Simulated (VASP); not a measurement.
A cell of Cl (relaxed from the dhcp structure, space group P6_3/mmc) near equilibrium:

```xyz
4
Lattice="3.5988 0.0000 0.0000 -1.7994 3.1167 0.0000 0.0000 0.0000 7.4928" Properties=species:S:1:pos:R:3 pbc="T T T"
Cl     0.0000     0.0000     0.0000
Cl     0.0000     0.0000     3.7464
Cl     0.0000     2.0778     1.8732
Cl     1.7994     1.0389     5.6196
```

The numbers are results of PBEsol GGA, VASP's PBE PAW potentials (set 64) (plane waves; VASP), not measurements.

```tsv
run	ΔE (meV/atom)	σxx	σyy	σzz	largest shear component, with its sign (GPa)	largest force (eV/Å)
as it is	0.0	-0.12	-0.12	0.02	0.00	0.000
after one change	20.8	-2.73	-2.73	-4.21	0.00	0.000
```
Stress is in GPa, positive when the cell is compressed.

Q: Which change was made?
A) uniaxial strain of +2.0 % along z
B) isotropic strain of +4.0 %
C) atom 3 (Cl) moved by 0.050 Å along z
D) isotropic strain of +3.0 %

A: D, isotropic strain of +3.0 %

The structure was generated: Cl was put into the dhcp type (P6_3/mmc), which need not be its known phase.
